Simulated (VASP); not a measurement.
Data:

```
Ga
1.0
    4.02467     0.00000     0.00000
   -2.01234     3.48547     0.00000
    0.00000     0.00000    14.00000
Ga
2
Direct
  0.00000   0.00000   0.50000
  0.66667   0.33333   0.50000
```

These are PBE GGA, VASP's PBE PAW potentials (set 64) (plane waves; VASP) values and carry that method's errors. Numerical set-up: 300 eV cut-off, 7×7×1 Γ-centred mesh, Fermi-Dirac smearing of 0.050 eV, potentials Ga_d.

The cell holds a wide vacuum, so values per volume refer to the whole cell.

Question: Give the energies of bands 11 to 16 at the high-symmetry points, in eV from the Fermi level.

Answer: 
| band | Γ | M | K |
|---|---|---|---|
| 11 | -8.97 | -6.68 | -5.66 |
| 12 | -1.44 | -5.12 | -5.66 |
| 13 | 1.72 | -0.21 | -2.37 |
| 14 | 1.72 | 0.92 | 1.99 |
| 15 | 3.24 | 2.62 | 1.99 |
| 16 | 3.55 | 3.29 | 5.49 |

It has no gap at this level: it comes out as a metal or semimetal.

The cell is a sheet with vacuum, built from a generated structure.
